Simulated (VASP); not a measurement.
Consider the following.

```
Ag
1.0
    2.88879     0.00000     0.00000
   -1.44439     2.50176     0.00000
    0.00000     0.00000     4.78012
Ag
2
Direct
  0.33333   0.66667   0.25000
  0.66667   0.33333   0.75000
```

These are r2SCAN meta-GGA, VASP's PBE PAW potentials (set 64) (plane waves; VASP) values and carry that method's errors. Run with 400 eV cut-off, 16×16×9 Γ-centred mesh, tetrahedra with Blöchl corrections, potentials Ag.

Task: Give the energies of bands 1 to 14 at the high-symmetry points, in eV from the Fermi level.

Result: 
```tsv
band	Γ	M	K	A	L	H
1	-7.91	-6.67	-6.24	-6.62	-6.58	-5.92
2	-6.70	-6.30	-5.67	-6.62	-6.58	-5.92
3	-5.20	-6.30	-5.67	-5.10	-5.98	-5.50
4	-5.05	-5.10	-5.31	-5.10	-5.98	-5.50
5	-5.05	-4.84	-5.11	-5.10	-4.29	-4.96
6	-4.83	-4.62	-5.11	-5.10	-4.29	-4.96
7	-4.83	-4.08	-4.38	-4.80	-3.49	-4.42
8	-4.42	-3.29	-3.60	-4.80	-3.49	-4.42
9	-4.42	-3.29	-3.60	-3.77	-3.21	-3.41
10	-3.46	-3.16	-3.53	-3.77	-3.21	-3.41
11	-3.46	0.12	3.29	-3.77	0.83	4.23
12	-0.44	1.57	3.29	-3.77	0.83	4.23
13	3.40	7.01	3.30	11.12	4.66	5.74
14	16.31	7.27	9.47	11.12	4.66	5.74
```

It has no gap at this level: it comes out as a metal or semimetal.

The structure comes from a computed database's Ag entry (P6_3/mmc); how it stands against other phases isn't given here. It was relaxed first.
